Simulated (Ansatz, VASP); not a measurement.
**K6H106Cl6O53: VASP beside Ansatz**

Aim: how closely do two programs agree when they are given the same cell, functional and k mesh? The cell is taken from a series of runs on this material, whose earlier steps may have relaxed, scaled, displaced or heated it; both programs get it as it stands.

Program: Ansatz 0.2.0. Level of theory: plane waves, with VASP 6.6.1 beside it; single point at PBE. Results are calculated unless marked as measured.

## (1) The structure

The cell holds 171 atoms: 53 O, 106 H, 6 K and 6 Cl. Its edges and angles: a = 12.480 Å, b = 12.480 Å, c = 12.480 Å, α = 90.0°, β = 90.0°, γ = 90.0°.

## (2) VASP: single point, PBE

A single point gives forces, pressure and levels at one fixed geometry, so differences don't come from the geometry; what else differs is listed under the comparison.

Lines of VASP's logs that name or quote its potential files are left out, and so is its time.

INCAR reads:

```
SYSTEM = K6H106Cl6O53
PREC = Accurate
ENCUT = 520
EDIFF = 1E-06
NELM = 120
ISMEAR = 0
SIGMA = 0.01
LREAL = Auto
ALGO = Normal
GGA = PE
NBANDS = 379
LORBIT = 11
LWAVE = .FALSE.
LCHARG = .FALSE.
ISIF = 2
LASPH = .TRUE.
GGA_COMPAT = .FALSE.
EFERMI = MIDGAP
```

POSCAR reads:

```
K6H106Cl6O53
1.0
   12.4800600000      0.0000000000      0.0000000000
    0.0000000000     12.4800600000      0.0000000000
    0.0000000000      0.0000000000     12.4800600000
O H K Cl
53 106 6 6
Direct
    0.2038200000      0.2618800000      0.6749400000
    0.6636000000      0.2115600000      0.0019400000
    0.6798500000      0.4299500000      0.9555100000
    0.7060800000      0.6370100000      0.6521800000
    0.9242300000      0.2040700000      0.7739400000
    0.9706800000      0.8574700000      0.6347000000
    0.3704500000      0.7291700000      0.1393400000
    0.1396200000      0.9171000000      0.4545900000
    0.5568100000      0.0145600000      0.2473800000
    0.8051000000      0.4845800000      0.7799700000
    0.6325200000      0.2584200000      0.7399000000
    0.3438200000      0.0404400000      0.7038200000
    0.3645800000      0.3337400000      0.5334300000
    0.3457600000      0.6213400000      0.6853400000
    0.7276600000      0.6718300000      0.9741300000
    0.6772000000      0.2239900000      0.2483900000
    0.5637200000      0.8442200000      0.5278200000
    0.4010000000      0.2885200000      0.7943700000
    0.7479000000      0.5485900000      0.3889800000
    0.2040000000      0.5868600000      0.0548600000
    0.1367500000      0.1577400000      0.8559800000
    0.4709700000      0.7714000000      0.3528300000
    0.7464600000      0.1870700000      0.4555200000
    0.0823200000      0.1500300000      0.3241000000
    0.2247700000      0.4992600000      0.3725200000
    0.9914100000      0.6136200000      0.6688400000
    0.5376400000      0.1874100000      0.5295000000
    0.7445400000      0.8841400000      0.0105100000
    0.4535000000      0.4553800000      0.9342100000
    0.9043000000      0.3377100000      0.2949700000
[... 135 atom lines left out ...]
    0.6110400000      0.0169600000      0.7132400000
    0.0574200000      0.7578500000      0.2051800000
    0.2848400000      0.3795800000      0.1589100000
    0.0351100000      0.3667500000      0.5376800000
    0.3863800000      0.9543500000      0.0787000000
    0.7819500000      0.7717300000      0.4411500000
```

KPOINTS reads:

```
Automatic mesh
0
Gamma
1 1 1
0 0 0
```

PAW data sets: O, H, K_sv and Cl (PBE family, release 64).

The run is started by

```bash
$ export OMP_NUM_THREADS=4
$ mpirun -np 1 vasp_gam
```

Numbers of over 12 decimals in the logs are rounded to 6 here.

The log of the run:

```text
[banner, memory and clock lines left out]
running    1 mpi-ranks, on    1 nodes
[...]
Offloading initialized ...    1 GPUs detected
[...]
LDA part: xc-table for (Slater+PW92), standard interpolation
 POSCAR, INCAR and KPOINTS ok, starting setup
[...]
entering main loop
       N       E                     dE             d eps       ncg     rms          rms(c)
DAV:   1     0.439245793145E+04    0.43925E+04   -0.28289E+05   822   0.128E+03
DAV:   2    -0.407783402453E+03   -0.48002E+04   -0.45942E+04   945   0.330E+02
DAV:   3    -0.880659851987E+03   -0.47288E+03   -0.46916E+03   964   0.106E+02
DAV:   4    -0.891426557373E+03   -0.10767E+02   -0.10724E+02   924   0.175E+01
[...]
DAV:  18    -0.811663369742E+03    0.64830E-05   -0.14577E-05   924   0.988E-03    0.820E-03
DAV:  19    -0.811663367107E+03    0.26349E-05   -0.67986E-06   908   0.774E-03    0.270E-03
DAV:  20    -0.811663366926E+03    0.18071E-06   -0.42012E-06   916   0.457E-03
   1 F= -.81166337E+03 E0= -.81166337E+03  d E =0.000000E+00
```

Parts of OUTCAR (step 2):

```text
  FREE ENERGIE OF THE ION-ELECTRON SYSTEM (eV)
  ---------------------------------------------------
  free  energy   TOTEN  =      -811.6633669262 eV

  energy  without entropy=     -811.6633669262  energy(sigma->0) =     -811.66336693
```

The run ends at a pressure of -1.86 GPa, with forces up to 1.4 eV/Å.

## (3) Ansatz: single point, PBE

Ansatz runs on its default PAW (the set named soft_2) files.

The same cell, functional and mesh now go to Ansatz, which takes its cutoff from its data sets.

input.yaml reads:

```yaml
crystal:
  lattice:
    - [12.48006, 0.0, 0.0]
    - [0.0, 12.48006, 0.0]
    - [0.0, 0.0, 12.48006]
  atoms:
    - { symbol: O, position: [0.20382, 0.26188, 0.67494] }
    - { symbol: H, position: [0.17526, 0.21121, 0.73005] }
    - { symbol: H, position: [0.1474, 0.31563, 0.65628] }
    - { symbol: O, position: [0.6636, 0.21156, 0.00194] }
    - { symbol: H, position: [0.63163, 0.1704, 0.94108] }
    - { symbol: H, position: [0.73765, 0.1846, 0.01644] }
    - { symbol: O, position: [0.67985, 0.42995, 0.95551] }
    - { symbol: H, position: [0.68284, 0.35045, 0.96505] }
    - { symbol: H, position: [0.60551, 0.45586, 0.97042] }
    - { symbol: O, position: [0.70608, 0.63701, 0.65218] }
    - { symbol: H, position: [0.73976, 0.69489, 0.6082] }
    - { symbol: H, position: [0.6599, 0.66992, 0.70879] }
    - { symbol: O, position: [0.92423, 0.20407, 0.77394] }
    - { symbol: H, position: [0.89294, 0.13062, 0.78074] }
    - { symbol: H, position: [0.98967, 0.20958, 0.81985] }
    - { symbol: O, position: [0.97068, 0.85747, 0.6347] }
    - { symbol: H, position: [0.96947, 0.93171, 0.60458] }
    - { symbol: H, position: [0.90688, 0.81686, 0.60822] }
    - { symbol: O, position: [0.37045, 0.72917, 0.13934] }
    - { symbol: H, position: [0.36966, 0.80429, 0.11145] }
    - { symbol: H, position: [0.31582, 0.68556, 0.10017] }
    - { symbol: O, position: [0.13962, 0.9171, 0.45459] }
    - { symbol: H, position: [0.12686, 0.83849, 0.46341] }
    - { symbol: H, position: [0.06932, 0.95546, 0.4521] }
    - { symbol: O, position: [0.55681, 0.01456, 0.24738] }
    - { symbol: H, position: [0.60399, 0.94985, 0.24462] }
    - { symbol: H, position: [0.50089, 0.00929, 0.19022] }
    - { symbol: O, position: [0.8051, 0.48458, 0.77997] }
    - { symbol: H, position: [0.76213, 0.53007, 0.72992] }
    - { symbol: H, position: [0.75614, 0.44925, 0.83265] }
[... 135 atom lines left out ...]
    - { symbol: Cl, position: [0.61104, 0.01696, 0.71324] }
    - { symbol: Cl, position: [0.05742, 0.75785, 0.20518] }
    - { symbol: Cl, position: [0.28484, 0.37958, 0.15891] }
    - { symbol: Cl, position: [0.03511, 0.36675, 0.53768] }
    - { symbol: Cl, position: [0.38638, 0.95435, 0.0787] }
    - { symbol: Cl, position: [0.78195, 0.77173, 0.44115] }
kpoints:
  mp_grid: { grid: [1, 1, 1] }
hamiltonian:
  xc: pbe
scf:
  occupations: { method: fixed }
output:
  forces: true
```

The run is started by

```bash
$ ansatz run input.yaml --threads 4 --pin off --max-ram 8192MiB --backend cpu --events-out ev --progress --plain --runs-dir out
```

The log of the run:

```text
Engine: ansatz 0.2.0, aarch64-unknown-linux-gnu
Pseudopotentials: kind: paw
Pseudopotential: O, paw, valence charge 6, recommended cutoff 420 eV (normal), O.paw.azcp
Pseudopotential: H, paw, valence charge 1, recommended cutoff 420 eV (normal), H.paw.azcp
Pseudopotential: K, paw, valence charge 9, recommended cutoff 420 eV (normal), K.paw.azcp
Pseudopotential: Cl, paw, valence charge 7, recommended cutoff 420 eV (normal), Cl.paw.azcp
Functional definition: PBE
  parameter kappa = 0.804
  parameter beta = 0.066725
  exchange = pbe_x(kappa = kappa, mu = beta*pi^2/3)
  correlation = pbe_c(beta = beta)
Crystal: 171 atoms, lattice volume = 1943.793 Å³
Basis set: ecut = 420 eV, 37993 PW (Γ), exchange–correlation on 180×180×180 points (8 copies of the dense FFT grid, shifted against one another)
Bands: 431, of which v1, the nominal top of the filled ones, is band 260 counted from 1 (259 counted from 0)
Symmetry: 1 space group operations
Space group: P1 (ITA 1), of the structure as read, at distance tolerance 1.2e-4 Å
k-points: 1
Non-local potential: O, projectors of the file, l = 0: 2, l = 1: 2, l = 2: 1
Non-local potential: H, projectors of the file, l = 0: 2, l = 1: 1
Non-local potential: K, projectors of the file, l = 0: 3, l = 1: 2, l = 2: 2
Non-local potential: Cl, projectors of the file, l = 0: 2, l = 1: 2, l = 2: 2
PAW form: soft (Blöchl's): semilocal exchange-correlation on the pseudo side does not see the compensation charge
PAW one-centre angular grid: O, 110 points (default); XC on 64 Gauss nodes
PAW one-centre angular grid: H, 110 points (default); XC on 64 Gauss nodes
PAW one-centre angular grid: K, 110 points (default); XC on 64 Gauss nodes
PAW one-centre angular grid: Cl, 110 points (default); XC on 64 Gauss nodes
Initial density: superposition of atomic densities (neutral atoms: chi_scale 0, normalization atom), corrected by the library's trained network
Initial wavefunctions: pseudopotential atomic-orbital guess
Functional: x = pbe(κ = 0.804, μ = 0.219515), c = pbe(β = 0.066725)
SCF iter   1: F=—  HF=-47501.722527 eV  |F-HF|=—  |Δ(HF+E_count)|=         —  Δρ=2.75e-3  dr2=2.29e-1  ethr=1.77e-3  ⟨swp⟩=5.0  Hψ=1365  notcnv=0  defer=168
preconditioner: auto → Resta (q_TF=auto, 2.190 Å⁻¹)  ε∞=2.2  [insulator: Δε(μ)=3.931 eV  Ē_g=17.118 eV  n_scr=340 (ndim 8)  ℏωp=19.0 eV  f_vac=0.232  ε∞_Penn≈2.2]
SCF iter   2: F=—  HF=-47501.622958 eV  |F-HF|=—  |Δ(HF+E_count)|=   9.96e-2  Δρ=1.40e-3  dr2=4.76e-2  ethr=4.41e-5  ⟨swp⟩=2.0  Hψ=613  notcnv=0  defer=169
SCF iter   3: F=—  HF=-47501.590664 eV  |F-HF|=—  |Δ(HF+E_count)|=   3.23e-2  Δρ=5.83e-4  dr2=1.20e-2  ethr=9.15e-6  ⟨swp⟩=3.0  Hψ=524  notcnv=0  defer=77
automatic band count: iteration 3 solves 339 bands in place of 431: the levels show a gap, and the empty bands left out lie too high to hold charge; the band table lists the bands solved (type scf.n_extra_bands for more)
SCF iter   4: F=—  HF=-47501.586340 eV  |F-HF|=—  |Δ(HF+E_count)|=   4.32e-3  Δρ=2.00e-4  dr2=8.93e-4  ethr=2.31e-6  ⟨swp⟩=3.0  Hψ=520  notcnv=0  defer=77
SCF iter   5: F=—  HF=-47501.586349 eV  |F-HF|=—  |Δ(HF+E_count)|=   8.70e-6  Δρ=8.64e-5  dr2=1.25e-4  ethr=1.72e-7  ⟨swp⟩=2.0  Hψ=519  notcnv=0  defer=77
SCF iter   6: F=—  HF=-47501.586346 eV  |F-HF|=—  |Δ(HF+E_count)|=   3.27e-6  Δρ=3.94e-5  dr2=2.27e-5  ethr=2.40e-8  ⟨swp⟩=3.0  Hψ=522  notcnv=0  defer=77
SCF iter   7: F=—  HF=-47501.589740 eV  |F-HF|=—  |Δ(HF+E_count)|=   3.39e-3  Δρ=7.74e-6  dr2=1.16e-6  ethr=4.36e-9  ⟨swp⟩=2.0  Hψ=599  notcnv=0  defer=72
SCF iter   8: F=—  HF=-47501.589741 eV  |F-HF|=—  |Δ(HF+E_count)|=   1.11e-6  Δρ=3.42e-6  dr2=1.98e-7  ethr=2.23e-10  ⟨swp⟩=2.0  Hψ=517  notcnv=0  defer=72
SCF iter   9: F=-47501.589741 eV  HF=-47501.589741 eV  |F-HF|=1.01e-8  |Δ(HF+E_count)|=   3.66e-8  Δρ=1.43e-6  dr2=3.13e-8  ethr=1.92e-11  ⟨swp⟩=5.0  Hψ=1043  notcnv=0
SCF 1 converged in 9 iterations: F = -47501.589741 eV  dr2 = 3.13e-8
  greatest PAW one-centre occupation: 0.988 electrons in one spin orbital (limit 2), on the K atom at site 161 (counted from 0), in its partial waves of l = 0
SCF converged after 9 iterations
Free energy (F): -47501.589741 eV
Harris-Foulkes:  -47501.589741 eV  (|F-HF|=1.01e-8)
Internal energy: -47501.589741 eV  (E = F + TS)
E sigma→0 (E₀):  -47501.589741 eV
Fermi energy:    -1.303638 eV
--- Per-component energies (eV) ---
  E_band       = -4822.583337
  E_kinetic    = 13183.921415
  E_local      = -38710.781024  (includes V_loc(G=0)·N_el)
  E_nonlocal   = 2971.141650
  E_hartree    = 13874.300004
  E_xc         = -6265.661258
  E_vxc        = -7870.387586  (∫ρ·V_xc dr)
  E_paw        = -17105.527251  (= ΣΔE_a)
  E_vpaw       = -2145.074341  (= ΣTr[D̂ρ^β])
  E_aug_tail   = 0.009121  (compensation charges beyond the density's cutoff)
  E_ewald      = -15448.992398
  E_smearing   = -0.000000  (= −TS)
  E_closure    = -0.000000  (closes the sum)
[...]
atom   7  O     -0.15835351     0.55514144     0.37968039
  atom   8  H     -0.56569595     0.18773966     0.14780798
  atom   9  H      0.43949796    -0.96944415    -0.54224068
  atom  10  O     -0.56212034     0.56197416     0.36300359
  atom  11  H     -0.53210159    -0.62573488     0.64484091
  atom  12  H      0.70958911    -0.20029206    -0.97886093
  atom  13  O      0.31059237    -0.36475537     0.21499609
  atom  14  H      0.63211961     0.39299235     0.28742019
  atom  15  H     -1.10764912    -0.28320469    -0.52279447
  atom  16  O     -0.89326419    -0.42510390    -0.62554262
  atom  17  H     -0.03908680    -0.67707634     0.55953104
  atom  18  H      1.01723796     0.97844655     0.30333091
  atom  19  O     -0.38568764    -0.44196378    -0.42743661
  atom  20  H     -0.03264717    -0.37979973    -0.31909230
  atom  21  H      0.34050157     0.34528256    -0.00475608
  atom  22  O     -0.77312572    -0.07555030    -0.27355881
  atom  23  H      0.00837149     1.18316142     0.01166935
  atom  24  H      0.78567584    -0.88377906    -0.03843191
  atom  25  O     -0.25505932     0.43813490    -0.02691207
  atom  26  H     -0.62316940     0.44917085    -0.47798644
  atom  27  H      0.90560810    -0.33570283     0.40443995
  atom  28  O     -0.65751223    -0.26731904    -0.02378783
  atom  29  H      0.37051333     0.02532395     0.67245860
  atom  30  H     -0.16571683     0.59597250    -0.51795544
[...]
atom 164  K     -0.26120375     0.15090466     0.13270020
  atom 165  K      0.05254005    -0.17718252     0.04440094
  atom 166  Cl    -0.47942787    -0.16282426    -0.06927653
  atom 167  Cl    -0.04668250    -0.05950561    -0.29698020
  atom 168  Cl     0.02776191    -0.31963063    -0.16028443
  atom 169  Cl    -0.20083778     0.77271576    -0.14932035
  atom 170  Cl    -0.27130110     0.55434744    -0.41677760
  atom 171  Cl     0.22354564     0.39795066     0.32178727
  max |Σ_I F_I| component: 2.89e-5 eV/Å
```

## (4) Differences

Known differences besides the potentials themselves: fixed occupations in Ansatz, narrow Gaussian smearing in VASP; the cutoff is 420 eV in Ansatz and 520 eV in VASP (PREC = Accurate, projectors in real space). Total energies have different zeros and are not compared.

The two programs side by side:

```csv
quantity,Ansatz,VASP,difference
gap on the k mesh (eV),3.831,3.818,+0.013
```

Forces on 10 of the 171 atoms, those with the largest forces and the largest differences (eV/Å; atoms numbered as in POSCAR):

```csv
atom,"Ansatz x, y, z","VASP x, y, z"
H56,"0.931, 0.554, 1.010","0.873, 0.529, 0.954"
H65,"1.017, 0.978, 0.303","0.965, 0.911, 0.295"
H90,"0.115, 0.759, -0.220","0.078, 0.682, -0.168"
H94,"0.795, 0.992, -0.597","0.745, 0.933, -0.574"
H101,"-1.157, -0.432, 0.687","-1.085, -0.413, 0.648"
H109,"-0.601, 1.296, -0.172","-0.559, 1.209, -0.159"
H118,"0.417, -0.429, 0.840","0.382, -0.373, 0.765"
H123,"0.640, 1.113, 0.699","0.610, 1.053, 0.655"
H144,"0.189, 0.695, 0.438","0.169, 0.597, 0.422"
H150,"-1.064, 0.188, 0.884","-0.991, 0.190, 0.849"
```

The forces differ by 41 meV/Å r.m.s., which is 8.2 % of the r.m.s. force of 0.504 eV/Å (both taken over all components). A gap on the mesh is an upper bound, since the band edges may lie between its points.

## (5) Results

| Quantity | Value |
| --- | --- |
| r.m.s. force difference (single point, PBE) | 8.2 % of the r.m.s. force |

**Reading.** The r.m.s. force difference is 8.2 % of the r.m.s. force (single point, PBE), beyond the 3 % picked in this series as the mark of a large difference. What causes the difference of the single point, PBE pair stays open here. Such differences can come from data sets, numerical settings and the points named under the comparisons, not from the functional's error against experiment.

[Lines on the potential files, build, host, timing and source positions are cut from VASP's logs without a mark.]

[Logs are printed without paths, hosts, clocks, repeated set-up lines and the standing remarks that a program may print on its own settings, such as how far it seeks lower states.]

[Hosts, paths, dates, database ids (printed as entryN), source tags and the programs' standing remarks are cut or masked in the printed files.]
